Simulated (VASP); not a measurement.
Given:

```
HfGe2
1.0
    4.32266     0.00000     0.00000
   -2.16133     3.74353     0.00000
    0.00000     0.00000     3.35954
Hf Ge
1 2
Direct
  0.00000   0.00000   0.00000
  0.33333   0.66667   0.50000
  0.66667   0.33333   0.50000
```

The numbers are results of PBEsol GGA, VASP's PBE PAW potentials (set 64) (plane waves; VASP 6.6.1), not measurements. Settings: 400 eV cut-off, 9×9×10 Γ-centred mesh, tetrahedra with Blöchl corrections, potentials Hf_pv Ge_d.

Unless said otherwise, spin-orbit coupling is left out, though it shifts the bands of the heavy elements here.

Problem. Tabulate the total density of states (states/eV per cell) against energy (eV; zero at the valence-band maximum or, without a gap, the Fermi level).

Solution. 
(E (eV), DOS (states/eV)): (-9.90, 0.31); (-9.69, 0.59); (-9.58, 0.54); (-9.37, 0.54); (-9.26, 0.56); (-9.05, 0.61); (-8.94, 0.62); (-8.73, 0.63); (-8.52, 0.66); (-8.41, 0.64); (-8.20, 0.64); (-8.09, 0.63); (-7.88, 0.52); (-7.67, 0.43); (-7.56, 0.41); (-7.35, 0.38); (-7.24, 0.36); (-7.03, 0.35); (-6.92, 0.36); (-6.71, 0.49); (-6.50, 0.57); (-6.39, 0.59); (-6.17, 0.56); (-6.07, 0.48); (-5.86, 0.49); (-5.64, 0.82); (-5.54, 0.93); (-5.32, 1.08); (-5.22, 1.23); (-5.00, 1.72); (-4.90, 1.92); (-4.68, 1.32); (-4.47, 1.52); (-4.37, 1.64); (-4.15, 1.12); (-4.05, 1.07); (-3.83, 0.88); (-3.62, 1.10); (-3.51, 1.24); (-3.30, 1.23); (-3.19, 1.21); (-2.98, 1.24); (-2.88, 1.26); (-2.66, 1.44); (-2.45, 1.75); (-2.34, 1.70); (-2.13, 1.82); (-2.02, 1.70); (-1.81, 0.81); (-1.60, 0.81); (-1.49, 0.89); (-1.28, 1.23); (-1.17, 1.82); (-0.96, 1.77); (-0.85, 1.77); (-0.64, 1.90); (-0.43, 1.59); (-0.32, 1.55); (-0.11, 2.01); (0.00, 1.69); (0.21, 1.77); (0.42, 1.89); (0.53, 3.14); (0.74, 2.61); (0.85, 2.18); (1.06, 2.20); (1.17, 2.62); (1.38, 2.74); (1.60, 2.01); (1.70, 1.43); (1.92, 0.99); (2.02, 1.25); (2.23, 2.91); (2.45, 3.17); (2.55, 2.62); (2.77, 2.42); (2.87, 2.20); (3.09, 2.11); (3.19, 1.96); (3.41, 1.18)
Within 2 eV below the Fermi level the largest weight inside VASP's projection spheres is Hf d, then Ge p.

The structure was generated: HfGe2 was put into the AlB2 type (P6/mmm), which need not be its known phase. It was relaxed first, which changed the volume by -34 %.
